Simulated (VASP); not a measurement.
Input:

```
CELL_PARAMETERS angstrom
      2.03544    -3.52549     0.00000
      2.03544     3.52549     0.00000
      0.00000     0.00000     5.03174
ATOMIC_POSITIONS crystal
  Te 0.33333 0.66667 0.26861
  Te 0.66667 0.33333 0.73139
  Pt 0.00000 0.00000 0.00000
```

These are PBE GGA with D3 dispersion (zero damping), VASP's PBE PAW potentials (set 64) (plane waves; VASP) values and carry that method's errors. Numerical set-up: 520 eV cut-off, 10×10×7 Γ-centred mesh, tetrahedra with Blöchl corrections, potentials Te Pt.

The cores are frozen, which limits the accuracy of field gradients.

### Question
Give the principal components of the electric field gradient (V/Å²) and the asymmetry η at each nucleus.

### Answer

```csv
atom,Vxx,Vyy,Vzz,η
Te1,5.3,5.3,-10.6,0.00
Te2,5.3,5.3,-10.6,0.00
Pt3,-58.0,-58.0,116.0,0.00
```

The compound is PtTe2 in the 1T layered structure. It was relaxed first.
